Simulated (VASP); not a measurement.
Method: PBE GGA, VASP's PBE PAW potentials (set 64) (plane waves; VASP).

VASP input:

### KPOINTS
```
Automatic
0
gamma
 12 12 7
0 0 0
```

File POSCAR:
```
Hf
1
    1.5950000000    -2.7626210000     0.0000000000
    1.5950000000     2.7626210000     0.0000000000
    0.0000000000     0.0000000000     5.0500000000
Hf
2
Direct
  0.3333330000   0.6666670000   0.2500000000
  0.6666670000   0.3333330000   0.7500000000
```

### INCAR
```
# general
SYSTEM   =  Hf
PREC     =  Accurate
ENCUT    =  300   # plane-wave cut-off (eV)
LREAL    =  .False.
LASPH    =  .True.   # aspherical one-centre terms

# electronic loop
EDIFF    =  1E-6   # SCF stop (eV)
NELM     =  100
ALGO     =  Normal   # blocked Davidson
LMAXMIX  =  6

# smearing
ISMEAR   =  -1
SIGMA    =  0.1   # width (eV)

# functional
GGA      =  PE

# ions
ISIF     =  2   # forces and stress, cell fixed

# output
LWAVE    =  .False.
LCHARG   =  .False.
```

POTCAR, in this order: Hf_pv (PBE.64 set). Program: vasp_std.

Output of the run:

File OSZICAR:
```
       N       E                     dE             d eps       ncg     rms          rms(c)
DAV:   1     0.317774171493E+02    0.31777E+02   -0.89798E+03  2256   0.898E+02
DAV:   2    -0.192735292096E+02   -0.51051E+02   -0.50086E+02  2728   0.207E+02
DAV:   3    -0.205678512676E+02   -0.12943E+01   -0.12818E+01  2848   0.250E+01
DAV:   4    -0.205787645268E+02   -0.10913E-01   -0.10909E-01  2520   0.290E+00
DAV:   5    -0.205789494883E+02   -0.18496E-03   -0.18494E-03  2914   0.294E-01    0.653E+01
DAV:   6    -0.200586256186E+02    0.52032E+00   -0.49561E-01  2260   0.539E+00    0.386E+01
DAV:   7    -0.198774176738E+02    0.18121E+00   -0.82766E-01  2304   0.668E+00    0.195E+00
DAV:   8    -0.198677063806E+02    0.97113E-02   -0.55015E-02  2356   0.178E+00    0.267E-01
DAV:   9    -0.198678013461E+02   -0.94965E-04   -0.11501E-03  2944   0.268E-01    0.209E-01
DAV:  10    -0.198677900483E+02    0.11298E-04   -0.71949E-05  2438   0.677E-02    0.319E-01
DAV:  11    -0.198677922630E+02   -0.22147E-05   -0.11556E-05  2692   0.264E-02    0.188E-02
DAV:  12    -0.198677928991E+02   -0.63607E-06   -0.75435E-07  1628   0.721E-03
   1 F= -.19867793E+02 E0= -.19839850E+02  d E =-.558861E-01
```

File OUTCAR:
```
------------------------ aborting loop because EDIFF is reached ----------------------------------------
  FORCE on cell =-STRESS in cart. coord.  units (eV):
  Direction    XX          YY          ZZ          XY          YZ          ZX
  --------------------------------------------------------------------------------------
  Total        0.1857616      0.1857616      0.1844020      0.0000000     -0.0000000     -0.0000000
  in kB        6.6874895      6.6874893      6.6385453      0.0000000     -0.0000000     -0.0000000
  external PRESSURE =       6.6711747 kB  Pullay stress =       0.0000000 kB
  volume of cell :       44.50
      direct lattice vectors                 reciprocal lattice vectors
     1.595000000 -2.762621000  0.000000000     0.313479624 -0.180987548  0.000000000
     1.595000000  2.762621000  0.000000000     0.313479624  0.180987548  0.000000000
     0.000000000  0.000000000  5.050000000     0.000000000  0.000000000  0.198019802
 POSITION                                       TOTAL-FORCE (eV/Angst)
 -----------------------------------------------------------------------------------
      1.59500      0.92088      1.26250        -0.000000      0.000000      0.000000
      1.59500     -0.92088      3.78750         0.000000     -0.000000      0.000000
 -----------------------------------------------------------------------------------
    total drift:                               -0.000005      0.000182     -0.000016
  FREE ENERGIE OF THE ION-ELECTRON SYSTEM (eV)
  ---------------------------------------------------
  free  energy   TOTEN  =       -19.8677928991 eV

  energy  without entropy=      -19.8119067532  energy(sigma->0) =      -19.83984983
```
(Selected blocks of OUTCAR.)

At this cut-off the stress carries a Pulay error, which pulls relaxed volumes low.

The structure is a typed Hf crystal (P6_3/mmc). The cell was not relaxed at this level.
